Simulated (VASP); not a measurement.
OSZICAR of a VASP run on AgB (relaxed from the CsCl structure, space group Pm-3m):

### OSZICAR
```
       N       E                     dE             d eps       ncg     rms          rms(c)
DAV:   1     0.468831431181E+02    0.46883E+02   -0.80811E+03  1848   0.140E+03
DAV:   2    -0.291711758865E+02   -0.76054E+02   -0.72391E+02  1992   0.258E+02
DAV:   3    -0.305082573753E+02   -0.13371E+01   -0.13304E+01  2105   0.366E+01
DAV:   4    -0.305136785476E+02   -0.54212E-02   -0.54198E-02  2114   0.245E+00
DAV:   5    -0.305137310783E+02   -0.52531E-04   -0.52529E-04  2115   0.244E-01    0.126E+01
DAV:   6    -0.256959737322E+02    0.48178E+01   -0.14961E+01  1872   0.494E+01    0.116E+01
DAV:   7    -0.257648353163E+02   -0.68862E-01   -0.10178E+00  1902   0.139E+01    0.568E+00
DAV:   8    -0.257539365836E+02    0.10899E-01   -0.12665E-01  2025   0.452E+00    0.837E-01
DAV:   9    -0.257476118574E+02    0.63247E-02   -0.31143E-02  1875   0.240E+00    0.128E-01
DAV:  10    -0.257531018826E+02   -0.54900E-02   -0.89138E-03  1911   0.122E+00    0.830E-02
DAV:  11    -0.257535841861E+02   -0.48230E-03   -0.13898E-03  2014   0.504E-01    0.721E-02
DAV:  12    -0.257536332823E+02   -0.49096E-04   -0.52984E-05  2102   0.923E-02    0.526E-02
DAV:  13    -0.257537865474E+02   -0.15327E-03   -0.10683E-04  1924   0.138E-01    0.616E-03
DAV:  14    -0.257537869195E+02   -0.37210E-06   -0.61637E-06  1968   0.377E-02    0.700E-03
DAV:  15    -0.257537923222E+02   -0.54027E-05   -0.32667E-06  2037   0.208E-02    0.245E-03
DAV:  16    -0.257537925589E+02   -0.23665E-06   -0.41386E-07  2045   0.754E-03    0.443E-04
DAV:  17    -0.257537925104E+02    0.48461E-07   -0.40157E-08   972   0.279E-03
   1 F= -.24319254E+02 E0= -.24319315E+02  d E =-.243193E+02
```

Question: Which electronic solver shows in the log?

Answer: It is blocked Davidson (ALGO = Normal, or the opening steps of other solvers). The INCAR had ALGO = Normal.

Question: Can the final energy be trusted as converged?

Answer: Self-consistency was reached. It stopped with EDIFF = 1E-7, NELM = 100, NSW = 40 and EDIFFG = -0.01 after 1 ionic step (r2SCAN meta-GGA, plane waves, VASP's PBE PAW potentials (set 64)).

The structure was generated: AgB was put into the CsCl type (Pm-3m), which need not be its known phase. It was relaxed first under an external pressure of 10 GPa.
